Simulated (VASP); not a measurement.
VASP input:

KPOINTS:
```
Regular mesh
0
G
 7 7 2
0 0 0
```

INCAR:
```
SYSTEM=WS2
PREC=Accurate; ENCUT=520; LREAL=.FALSE.
LASPH=.TRUE.
EDIFF=1E-6; NELM=100; ALGO=Normal
LMAXMIX=6; LMIXTAU=.TRUE.
ISMEAR=0; SIGMA=0.05
METAGGA=R2SCAN
IBRION=2; NSW=60; ISIF=3
EDIFFG=-0.02
LWAVE=.FALSE.; LCHARG=.FALSE.
```

POSCAR:
```
WS2
1.0
  1.5906726465  -2.7551258194   0.0000000000
  1.5906726465   2.7551258194   0.0000000000
  0.0000000000   0.0000000000  13.0368246373
W S
2 4
direct
  0.3333330000   0.6666670000   0.2500000000
  0.6666670000   0.3333330000   0.7500000000
  0.3333330000   0.6666670000   0.8697373860
  0.6666670000   0.3333330000   0.3697373860
  0.6666670000   0.3333330000   0.1302626140
  0.3333330000   0.6666670000   0.6302626140
```

POTCAR, in this order: W_sv S (PBE.64 set). Program: vasp_std.

### Question
Write an equivalent input for Ansatz.

### Answer
One equivalent input (not run):
Ansatz 0.2 input:
```yaml
crystal:
  lattice:
    - [1.5906726, -2.7551258, 0.0000000]
    - [1.5906726, 2.7551258, 0.0000000]
    - [0.0000000, 0.0000000, 13.0368246]
  atoms:
    - { symbol: W, position: [0.3333330, 0.6666670, 0.2500000] }
    - { symbol: W, position: [0.6666670, 0.3333330, 0.7500000] }
    - { symbol: S, position: [0.3333330, 0.6666670, 0.8697374] }
    - { symbol: S, position: [0.6666670, 0.3333330, 0.3697374] }
    - { symbol: S, position: [0.6666670, 0.3333330, 0.1302626] }
    - { symbol: S, position: [0.3333330, 0.6666670, 0.6302626] }
kpoints:
  mp_grid: { grid: [7, 7, 2] }
hamiltonian:
  xc: r2scan
  pseudopotentials: { kind: paw }
scf:
  occupations: { method: gaussian, width: 0.05 }
  max_iter: 100
relax:
  max_steps: 60
  f_tol: 0.02
  cell: {}
output: { forces: true, stress: true, eigenvalues: true }
```
The two are equivalent in intent, not identical: each code has its own PAW files, so the cut-off isn't converted (ENCUT is set for VASP's; basis.ecutwfc is left out, and Ansatz then takes the one that its files recommend); Ansatz stops its SCF on the density residual and VASP on the energy change (EDIFF).

The compound is WS2 in the 2H layered structure. It was relaxed first, which changed the volume by +8 %. The start is the result of an earlier pass.
